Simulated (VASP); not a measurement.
Given:

```xyz
4
Lattice="4.1897 0.0000 0.0000 -2.0948 3.6284 0.0000 0.0000 0.0000 4.7146" Properties=species:S:1:pos:R:3 pbc="T T T"
V      0.0000     2.4189     4.4199
V      2.0948     1.2095     2.0626
Si     0.0000     2.4189     2.0626
Si     2.0948     1.2095     4.4199
```
Starting moments (μB, in the order of the record's atoms V V Si Si): 0.9 0.9 -0.1 -0.1.

Level of theory: r2SCAN meta-GGA, VASP's PBE PAW potentials (set 64) (plane waves; VASP 6.6.1). Settings: 400 eV cut-off, 10×10×7 Γ-centred mesh, tetrahedra with Blöchl corrections, potentials V_sv Si.

**Question.** Estimate the cell moment, energy per atom (σ→0), band gap (over mesh and band path) with the smallest direct gap where there is one.

**Answer.** 
```yaml
band gap (over mesh and band path): none (metal, semimetal or under 0.01 eV)
cell_moment: 1.59 μB
energy per atom (σ→0): -11.242 eV/atom
```

**Question.** Give the moment on each site (PAW-sphere projection).

**Answer.** 
| site | moment (μB) |
|---|---|
| V1 | 0.83 |
| V2 | 0.83 |
| Si3 | -0.07 |
| Si4 | -0.07 |

Total energies compare only between runs with the same potentials, cut-off and functional.

The structure was generated: VSi was put into the wurtzite type (P6_3mc), which need not be its known phase. It was relaxed first, which changed the volume by -37 %. The relaxed cell has space group P6_3/mmc.
